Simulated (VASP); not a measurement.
Consider the following.

```
CELL_PARAMETERS angstrom
      0.00000     2.95539     2.95539
      2.95539     0.00000     2.95539
      2.95539     2.95539     0.00000
ATOMIC_POSITIONS crystal
  Li 0.25000 0.25000 0.25000
  Li 0.75000 0.75000 0.75000
  Se 0.00000 0.00000 0.00000
```

All values below come from MS2 meta-GGA, VASP's PBE PAW potentials (set 64) (plane waves; VASP). Settings: 520 eV cut-off, 7×7×7 Γ-centred mesh, tetrahedra with Blöchl corrections, potentials Li_sv Se.

Q: Give the energies of bands 4 to 9 at the high-symmetry points, in eV from the valence-band maximum.

A: 
```
band     Γ      X      U      L      W
----  ----  -----  -----  -----  -----
4     0.00  -2.38  -2.19  -3.04  -1.99
5     0.00  -1.52  -2.16  -0.56  -1.99
6     0.00  -1.52  -1.23  -0.56  -1.84
7     4.30   3.40   4.59   6.02   5.59
8     6.23   6.84   7.97   6.54   7.26
9     6.23  11.37   9.47   6.54   8.82
```

The gap is indirect, 3.40 eV, from the valence maximum at Γ to the conduction minimum at X.

The compound is Li2Se in the antifluorite structure. It was relaxed first.
